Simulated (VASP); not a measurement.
## SmSb (space group Fm-3m): computed properties

All values below come from r2SCAN+rVV10, VASP's PBE PAW potentials (set 64) (plane waves; VASP).

- space group = Fm-3m (225)
- cell = a = b = c = 6.3003 Å, α = β = γ = 90.00°
- volume per atom = 31.26 Å³/atom
- band gap (over mesh and band path) = none (metal, semimetal or under 0.01 eV)
- density = 7.23 g/cm³

```cif
data_Sb4Sm4
_chemical_formula_sum 'Sm4 Sb4'
_space_group_name_H-M_alt 'Fm-3m'
_space_group_IT_number 225
_space_group_name_Hall '-F 4 2 3'
_cell_length_a 6.30027
_cell_length_b 6.30027
_cell_length_c 6.30027
_cell_angle_alpha 90.000
_cell_angle_beta 90.000
_cell_angle_gamma 90.000
loop_
_atom_site_label
_atom_site_type_symbol
_atom_site_symmetry_multiplicity
_atom_site_Wyckoff_symbol
_atom_site_fract_x
_atom_site_fract_y
_atom_site_fract_z
_atom_site_occupancy
Sm1 Sm 4 b 0.50000 0.50000 0.50000 1
Sb1 Sb 4 a 0.00000 0.00000 0.00000 1
```
(The calculation used a cell of 2 atoms; values per cell refer to that cell.)

The 4f electrons are frozen in the core of the lanthanide potential, so 4f levels, which can set the real gap, and their magnetism are missing. Unless said otherwise, spin-orbit coupling is left out, though it shifts the bands of the heavy elements here.

The structure comes from a measured SmSb entry (Fm-3m) of the Crystallography Open Database, whose conditions weren't checked. It was relaxed first. Symmetry was kept, so distortions that lower it aren't found.
